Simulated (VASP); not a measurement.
Method: optB86b-vdW, VASP's PBE PAW potentials (set 64) (plane waves; VASP).

VASP input:

File KPOINTS:
```
Automatic mesh
0
Gamma
7 7 7
0 0 0
```

POSCAR:
```
Sb
1
    4.0404930059    -2.2266344259    -0.0160282450
    4.0404930059     2.2266344259    -0.0160282450
    2.8279619177     0.0000000000     3.6450474887
Sb
2
Direct
  0.2344148959   0.2344148959   0.2344148959
  0.7655851041   0.7655851041   0.7655851041
```

INCAR:
```
ISIF = 4
EDIFF = 1E-7   # SCF stop (eV)
PARAM1 = 0.1234
PREC = Accurate
NSW = 30   # most ionic steps
ENCUT = 520   # plane-wave cut-off (eV)
SIGMA = 0.05
LUSE_VDW = .TRUE.
NELM = 100   # most electronic steps
LASPH = .TRUE.   # aspherical one-centre terms
AGGAC = 0.0
GGA = MK
PARAM2 = 1.0
ALGO = Normal   # blocked Davidson
LREAL = .FALSE.
IBRION = 2   # conjugate gradients
SYSTEM = Sb
ISMEAR = 0   # Gaussian
EDIFFG = -0.01   # ionic stop
LCHARG = .FALSE.
LWAVE = .FALSE.
LMAXMIX = 4   # l cut-off of mixed one-centre charges
```

POTCAR, in this order: Sb (PBE.64 set). Program: vasp_std.

Output of the run:

OSZICAR:
```
       N       E                     dE             d eps       ncg     rms          rms(c)
DAV:   1     0.393051281582E+02    0.39305E+02   -0.35845E+03   792   0.861E+02
DAV:   2    -0.304387619094E+01   -0.42349E+02   -0.41375E+02  1119   0.120E+02
DAV:   3    -0.453325388289E+01   -0.14894E+01   -0.14878E+01   940   0.275E+01
DAV:   4    -0.454643712160E+01   -0.13183E-01   -0.13182E-01   936   0.315E+00
DAV:   5    -0.454656681753E+01   -0.12970E-03   -0.12969E-03   907   0.312E-01    0.237E+00
DAV:   6    -0.454945100319E+01   -0.28842E-02   -0.24823E-03   855   0.465E-01    0.142E+00
DAV:   7    -0.455160772092E+01   -0.21567E-02   -0.63706E-03   804   0.726E-01    0.908E-02
DAV:   8    -0.455174888987E+01   -0.14117E-03   -0.17177E-04   882   0.106E-01    0.207E-02
DAV:   9    -0.455177183774E+01   -0.22948E-04   -0.30032E-05   810   0.448E-02    0.418E-03
DAV:  10    -0.455177263291E+01   -0.79517E-06   -0.23694E-06   946   0.105E-02    0.162E-03
DAV:  11    -0.455177277018E+01   -0.13727E-06   -0.41181E-07   800   0.496E-03    0.124E-03
DAV:  12    -0.455177297777E+01   -0.20759E-06   -0.36152E-08   434   0.137E-03    0.318E-04
DAV:  13    -0.455177296422E+01    0.13547E-07   -0.94773E-09   402   0.816E-04
   1 F= -.45517730E+01 E0= -.45517730E+01  d E =-.455177E+01
       N       E                     dE             d eps       ncg     rms          rms(c)
DAV:   1    -0.455660262308E+01   -0.48296E-02   -0.11687E-01   832   0.206E+00    0.776E-02
DAV:   2    -0.455686374950E+01   -0.26113E-03   -0.28968E-03   864   0.447E-01    0.357E-02
DAV:   3    -0.455685258200E+01    0.11167E-04   -0.56778E-05   907   0.590E-02    0.143E-02
DAV:   4    -0.455685387491E+01   -0.12929E-05   -0.99338E-06   857   0.212E-02    0.430E-03
DAV:   5    -0.455685405766E+01   -0.18275E-06   -0.72220E-07   810   0.603E-03    0.964E-04
DAV:   6    -0.455685405391E+01    0.37498E-08   -0.62388E-08   411   0.188E-03
   2 F= -.45568541E+01 E0= -.45568540E+01  d E =-.508109E-02
       N       E                     dE             d eps       ncg     rms          rms(c)
DAV:   1    -0.456005650207E+01   -0.32024E-02   -0.33781E-01   823   0.352E+00    0.141E-01
DAV:   2    -0.456081352068E+01   -0.75702E-03   -0.85307E-03   864   0.763E-01    0.602E-02
DAV:   3    -0.456077477477E+01    0.38746E-04   -0.16326E-04   913   0.100E-01    0.255E-02
DAV:   4    -0.456077595648E+01   -0.11817E-05   -0.34273E-05   862   0.383E-02    0.734E-03
DAV:   5    -0.456077648048E+01   -0.52400E-06   -0.21428E-06   808   0.108E-02    0.190E-03
DAV:   6    -0.456077649721E+01   -0.16731E-07   -0.22014E-07   735   0.339E-03
   3 F= -.45607765E+01 E0= -.45607765E+01  d E =-.900353E-02
       N       E                     dE             d eps       ncg     rms          rms(c)
DAV:   1    -0.456080357305E+01   -0.27093E-04   -0.43547E-03   809   0.401E-01    0.154E-02
DAV:   2    -0.456081377065E+01   -0.10198E-04   -0.11001E-04   865   0.868E-02    0.689E-03
DAV:   3    -0.456081361417E+01    0.15648E-06   -0.23644E-06   920   0.117E-02    0.278E-03
DAV:   4    -0.456081385907E+01   -0.24490E-06   -0.42790E-07   844   0.430E-03    0.910E-04
DAV:   5    -0.456081388079E+01   -0.21721E-07   -0.30663E-08   397   0.127E-03
   4 F= -.45608139E+01 E0= -.45608138E+01  d E =-.904092E-02
       N       E                     dE             d eps       ncg     rms          rms(c)
DAV:   1    -0.456161116757E+01   -0.79731E-03   -0.27270E-02   809   0.957E-01    0.698E-02
DAV:   2    -0.456150972291E+01    0.10144E-03   -0.77653E-04   816   0.210E-01    0.410E-02
DAV:   3    -0.456145835158E+01    0.51371E-04   -0.26715E-04   975   0.945E-02    0.816E-03
DAV:   4    -0.456145976244E+01   -0.14109E-05   -0.19942E-05   817   0.343E-02    0.499E-03
DAV:   5    -0.456146011625E+01   -0.35382E-06   -0.18053E-06   920   0.984E-03    0.159E-03
DAV:   6    -0.456146018404E+01   -0.67790E-07   -0.10173E-07   447   0.243E-03
   5 F= -.45614602E+01 E0= -.45614600E+01  d E =-.646303E-03
       N       E                     dE             d eps       ncg     rms          rms(c)
DAV:   1    -0.456172403473E+01   -0.26392E-03   -0.17767E-02   809   0.772E-01    0.563E-02
DAV:   2    -0.456165632939E+01    0.67705E-04   -0.51017E-04   817   0.170E-01    0.331E-02
DAV:   3    -0.456162243734E+01    0.33892E-04   -0.17675E-04   974   0.768E-02    0.665E-03
DAV:   4    -0.456162335533E+01   -0.91799E-06   -0.13142E-05   827   0.279E-02    0.404E-03
DAV:   5    -0.456162359205E+01   -0.23672E-06   -0.11793E-06   912   0.797E-03    0.129E-03
DAV:   6    -0.456162363999E+01   -0.47946E-07   -0.66291E-08   413   0.196E-03
   6 F= -.45616236E+01 E0= -.45616230E+01  d E =-.809759E-03
```

OUTCAR:
```
------------------------ aborting loop because EDIFF is reached ----------------------------------------
  FORCE on cell =-STRESS in cart. coord.  units (eV):
  Direction    XX          YY          ZZ          XY          YZ          ZX
  --------------------------------------------------------------------------------------
  Total       -0.8164777     -0.8168295     -0.8167910      0.0000000      0.0000000      0.0001166
  in kB      -19.8840060    -19.8925722    -19.8916355      0.0000000      0.0000000      0.0028402
  external PRESSURE =     -19.8894046 kB  Pullay stress =       0.0000000 kB
  volume of cell :       65.79
      direct lattice vectors                 reciprocal lattice vectors
     4.102581826 -2.206790597  0.016604241     0.122268294 -0.226573378 -0.097305281
     4.102581826  2.206790597  0.016604241     0.122268294  0.226573378 -0.097305281
     2.900856947  0.000000000  3.645052223    -0.001113933  0.000000000  0.275230998
 POSITION                                       TOTAL-FORCE (eV/Angst)
 -----------------------------------------------------------------------------------
      2.57204      0.00000      0.85185         0.002634      0.000000      0.000873
      8.53398      0.00000      2.82641        -0.002634     -0.000000     -0.000873
 -----------------------------------------------------------------------------------
    total drift:                               -0.000000     -0.000000     -0.000000
  FREE ENERGIE OF THE ION-ELECTRON SYSTEM (eV)
  ---------------------------------------------------
  free  energy   TOTEN  =        -4.5616236400 eV

  energy  without entropy=       -4.5616224155  energy(sigma->0) =       -4.56162303

 reached required accuracy - stopping structural energy minimisation
```
(Selected blocks of OUTCAR.)

File CONTCAR:
```
Sb
   1.00000000000000
     4.1025818259682456   -2.2067905968519095    0.0166042412962398
     4.1025818259682456    2.2067905968519095    0.0166042412962398
     2.9008569473007282    0.0000000000000000    3.6450522226680087
  Sb
     2
Direct
     0.2315898652994207    0.2315898652994207    0.2315898653426680
     0.7684101347005792    0.7684101347005792    0.7684101346573320
```

The compound is Sb in the a7 structure. This cell is one point of a volume scan, at 1.06 of the reference volume. Symmetry was kept, so distortions that lower it aren't found.
